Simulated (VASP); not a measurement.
An input for Ansatz (written as the equivalent of a VASP run, and not itself run):

Ansatz 0.2 input:
```yaml
crystal:
  lattice:
    - [2.9561880, 0.0000000, 0.0000000]
    - [0.0000000, 2.9561880, 0.0000000]
    - [0.0000000, 0.0000000, 2.9561880]
  atoms:
    - { symbol: Rh, position: [0.0000000, 0.0000000, 0.0000000] }
    - { symbol: Si, position: [0.5000000, 0.5000000, 0.5000000] }
kpoints:
  mp_grid: { grid: [11, 11, 11] }
hamiltonian:
  xc: pbesol
  pseudopotentials: { kind: paw }
scf:
  occupations: { method: methfessel_paxton, width: 0.1 }
  max_iter: 100
relax:
  max_steps: 60
  f_tol: 0.01
  cell: {}
output: { forces: true, stress: true, eigenvalues: true }
```

Task: Translate this input to VASP (INCAR, KPOINTS, POSCAR, choice of POTCAR).

Result: Several could match; the one computed here: 
POSCAR:
```
SiRh
1
    2.9561880000     0.0000000000     0.0000000000
    0.0000000000     2.9561880000     0.0000000000
    0.0000000000     0.0000000000     2.9561880000
Rh Si
1 1
Direct
  0.0000000000   0.0000000000   0.0000000000
  0.5000000000   0.5000000000   0.5000000000
```

**INCAR**
```
# general
SYSTEM  = SiRh
PREC    = Accurate
ENCUT   = 400
LREAL   = .FALSE.
LASPH   = .TRUE.

# electronic loop
EDIFF   = 1E-6
NELM    = 100
ALGO    = Normal
LMAXMIX = 4

# smearing
ISMEAR  = 1
SIGMA   = 0.1

# functional
GGA     = PS

# ions
IBRION  = 2
NSW     = 60
ISIF    = 3
EDIFFG  = -0.01

# output
LWAVE   = .FALSE.
LCHARG  = .FALSE.
```

KPOINTS:
```
Regular mesh
0
Gamma
 11 11 11
```

POTCAR, in this order: Rh_pv Si (PBE.64 set). Program: vasp_std.

The two are equivalent in intent, not identical: each code has its own PAW files, so the cut-off isn't converted (ENCUT is set for VASP's; basis.ecutwfc is left out, and Ansatz then takes the one that its files recommend); Ansatz stops its SCF on the density residual and VASP on the energy change (EDIFF).

The structure was generated: SiRh was put into the CsCl type (Pm-3m), which need not be its known phase. This run relaxes it. Symmetry was kept, so distortions that lower it aren't found.
